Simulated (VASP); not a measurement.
Computed with LDA (Ceperley-Alder, Perdew-Zunger), VASP's LDA PAW potentials (set 64) (plane waves; VASP 6.6.1).

VASP ran on this input.

KPOINTS:
```
Automatic mesh
0
Gamma
7 7 1
0 0 0
```

**POSCAR**
```
FePt
1
    2.7280000000     0.0000000000     0.0000000000
    0.0000000000     2.7280000000     0.0000000000
    0.0000000000     0.0000000000    17.6060000000
Fe Pt
2 2
Direct
 -0.0408060000  -0.0042530000   0.4495610000
 -0.0146980000  -0.0392720000   0.6566340000
  0.5060930000   0.5238380000   0.3423430000
  0.5494110000   0.5196870000   0.5514690000
```

INCAR:
```
SYSTEM = FePt
PREC = Accurate
ENCUT = 300
EDIFF = 1E-6
NELM = 100
ALGO = Normal
LREAL = .FALSE.
LASPH = .TRUE.
ISMEAR = 1
SIGMA = 0.3
LMAXMIX = 6
LWAVE = .FALSE.
LCHARG = .FALSE.
ISIF = 2
ISPIN = 2
LORBIT = 11
```

POTCAR, in this order: Fe Pt (LDA.64 set). Program: vasp_std. The INCAR's line for the spin-polarised start is left out here.

The cell holds a wide vacuum, so values per volume refer to the whole cell. The run has a spin-polarised start. Unless said otherwise, spin-orbit coupling is left out, though it shifts the bands of the heavy elements here.

Problem. Estimate the energy per atom (σ→0), cell moment, largest force, band gap (on the k-mesh).

Solution. 
- energy per atom (σ→0): -7.765 eV/atom
- cell moment: 6.69 μB
- band gap (on the k-mesh): none (metal, semimetal or under 0.01 eV)
- largest force: 1.511 eV/Å

File OSZICAR:
```
...
DAV:  24    -0.310558287492E+02   -0.21411E-04   -0.32759E-06  2292   0.207E-02    0.101E-02
DAV:  25    -0.310558481301E+02   -0.19381E-04   -0.10417E-06  1994   0.119E-02    0.780E-03
DAV:  26    -0.310558576465E+02   -0.95165E-05   -0.50292E-07  1880   0.773E-03    0.485E-03
DAV:  27    -0.310558673979E+02   -0.97514E-05   -0.50097E-07  1914   0.456E-03    0.249E-03
DAV:  28    -0.310558718037E+02   -0.44057E-05   -0.25934E-07  1900   0.247E-03    0.200E-03
DAV:  29    -0.310558729233E+02   -0.11196E-05   -0.76172E-08  1704   0.240E-03    0.134E-03
DAV:  30    -0.310558732179E+02   -0.29461E-06   -0.53838E-08  1670   0.179E-03
   1 F= -.31055873E+02 E0= -.31060831E+02  d E =0.148748E-01  mag=     6.6883
```

The cell is a sheet with vacuum, built from a database entry that may be metastable or hypothetical.
